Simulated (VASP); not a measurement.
Method: r2SCAN meta-GGA, VASP's PBE PAW potentials (set 64) (plane waves; VASP 6.6.1).

Input for VASP

POSCAR:
```
Ir(110) slab
1
    2.7237367884     0.0000000000     0.0000000000
    0.0000000000     3.8519455628     0.0000000000
    0.0000000000     0.0000000000    25.9416095083
Ir
8
Direct
  0.0000000000   0.0000000000   0.3216870286
  0.5000000000   0.5000000000   0.3661972739
  0.0000000000   0.0000000000   0.4221653289
  0.5000000000   0.5000000000   0.4748921749
  0.0000000000   0.0000000000   0.5251078251
  0.5000000000   0.5000000000   0.5778346711
  0.0000000000   0.0000000000   0.6338027261
  0.5000000000   0.5000000000   0.6783129714
```

**INCAR**
```
# general
SYSTEM  = Ir(110) slab
PREC    = Normal
ENCUT   = 400   # plane-wave cut-off (eV)
LREAL   = .FALSE.
LASPH   = .TRUE.   # aspherical one-centre terms

# electronic loop
EDIFF   = 1E-6   # SCF stop (eV)
NELM    = 100   # most electronic steps
NELMIN  = 4
ALGO    = Normal   # blocked Davidson
LMAXMIX = 6   # l cut-off of mixed one-centre charges
LMIXTAU = .TRUE.

# smearing
ISMEAR  = 1
SIGMA   = 0.1   # width (eV)

# functional
METAGGA = R2SCAN

# output
LWAVE   = .FALSE.
LCHARG  = .FALSE.
LORBIT  = 11   # lm-projected
LVHAR   = .TRUE.

# other
LDIPOL  = .TRUE.
IDIPOL  = 3
DIPOL   = 0.5 0.5 0.5
```

### KPOINTS
```
Automatic mesh
0
Gamma
10 7 1
0 0 0
```

POTCAR, in this order: Ir (PBE.64 set). Program: vasp_std. Read from the step before: WAVECAR.

Task: What will the output report for the number of irreducible k-points (NKPTS), largest plane-wave count, number of space-group operations, FFT grid (NGX, NGY, NGZ)?

Result: 
The number of irreducible k-points (NKPTS) is 24 and the largest plane-wave count comes out as 5004. The number of space-group operations is 8 and the FFT grid (NGX, NGY, NGZ) comes out as 14 × 20 × 128.

The cell is a thin slab with vacuum, built from Ir (fcc): (110) face.
